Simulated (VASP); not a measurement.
**SnSe: relaxation of shape and atoms at fixed volume with PBE**

The system is SnSe.

```
CELL_PARAMETERS angstrom
12.14817 0.00000 0.00000
0.00000 4.32725 0.00000
0.00000 0.00000 4.53720
ATOMIC_POSITIONS crystal
Sn 0.12440 0.25000 0.09931
Sn 0.37560 0.75000 0.59931
Sn 0.62440 0.25000 0.40069
Sn 0.87560 0.75000 0.90069
Se 0.35510 0.25000 0.02092
Se 0.14490 0.75000 0.52092
Se 0.85510 0.25000 0.47908
Se 0.64490 0.75000 0.97908
```

The cell isn't the ideal one: a relaxed cell with its volume scaled by 1.06.

| Property | Result |
| --- | --- |
| Program | VASP 6.6.1 |
| Task | relaxation of shape and atoms at fixed volume |
| Functional | PBE |
| Potentials or basis | VASP PAW PBE potentials, release 64 (Sn, Se) |
| Cutoff | 300 eV |
| k mesh | 2 × 4 × 4 |
| Occupations | gaussian, width 0.03 eV |
| Spin | no spin polarisation |
| Further INCAR settings | ALGO = Normal; EDIFF = 1e-07; IBRION = 2; EDIFFG = -0.01; NSW = 40; ISIF = 4 |

```json
{"Energy gained by relaxing": "8.0 meV/atom", "Ionic steps": "10", "Pressure after relaxing": "-1.0 GPa", "Largest force after relaxing": "0.010 eV/Å", "Band gap on the k mesh": "1.08 eV, indirect (least direct gap 1.19 eV)"}
```

Forces in eV/Å, atoms in the order of the input:
```
Sn   0.004  0.000  0.003
Sn  -0.004  0.000  0.003
Sn   0.004  0.000 -0.003
Sn  -0.004  0.000 -0.003
Se  -0.003  0.000  0.009
Se   0.003  0.000  0.009
Se  -0.003  0.000 -0.009
Se   0.003  0.000 -0.009
```

Step by step:
```tsv
step	energy change (eV)	largest force (eV/Å)	pressure (GPa)
1	0.0000	0.3236	-2.45
2	-0.0269	0.2397	-2.10
3	-0.0549	0.0473	-1.27
4	-0.0552	0.0545	-1.17
5	-0.0627	0.0394	-0.97
6	-0.0627	0.0360	-0.98
7	-0.0636	0.0262	-0.98
8	-0.0641	0.0122	-0.97
9	-0.0641	0.0110	-0.97
10	-0.0642	0.0098	-0.96
```

Final structure:
```xyz
8
Lattice="12.2586 0.0000 0.0000 0.0000 4.2651 0.0000 0.0000 0.0000 4.5618" Properties=species:S:1:pos:R:3 pbc="T T T"
Sn    1.5797    1.0663    0.4851
Sn    4.5496    3.1988    2.7661
Sn    7.7090    1.0663    1.7958
Sn   10.6789    3.1988    4.0767
Se    4.3181    1.0663    0.0724
Se    1.8112    3.1988    2.3533
Se   10.4474    1.0663    2.2086
Se    7.9405    3.1988    4.4895
```

Levels at points of the mesh, in eV from the valence-band top:
```tsv
k point	band 18	band 19	band 20	band 21	band 22	band 23
(0.00, 0.00, 0.00)	-1.00	-0.25	-0.11	1.08	3.20	3.20
(0.50, 0.00, 0.00)	-1.43	-0.16	-0.16	2.58	2.58	3.05
(0.00, 0.50, 0.00)	-0.56	-0.43	-0.43	1.52	1.52	1.53
(0.50, 0.50, 0.00)	-0.54	-0.54	-0.54	1.71	1.71	1.71
(0.00, 0.00, 0.50)	-0.40	0.00	0.00	1.58	1.58	1.84
(0.50, 0.00, 0.50)	-0.20	-0.02	-0.02	1.60	1.60	1.82
(0.00, 0.50, 0.50)	-1.61	-1.05	-1.05	3.01	3.01	3.31
(0.50, 0.50, 0.50)	-1.17	-1.17	-1.17	2.94	2.94	2.94
```

Run time: 100 s on 2 MPI ranks on Intel(R) Xeon(R) 6975P-C (Granite Rapids), on a shared host, peak memory 0.21 GiB a rank.

Caveat: spin-orbit coupling is left out, which moves the levels of the heavy elements; this functional lacks dispersion, which binds the layers, so the pressure and a relaxed spacing across them are unreliable. A k mesh can miss the band edges.
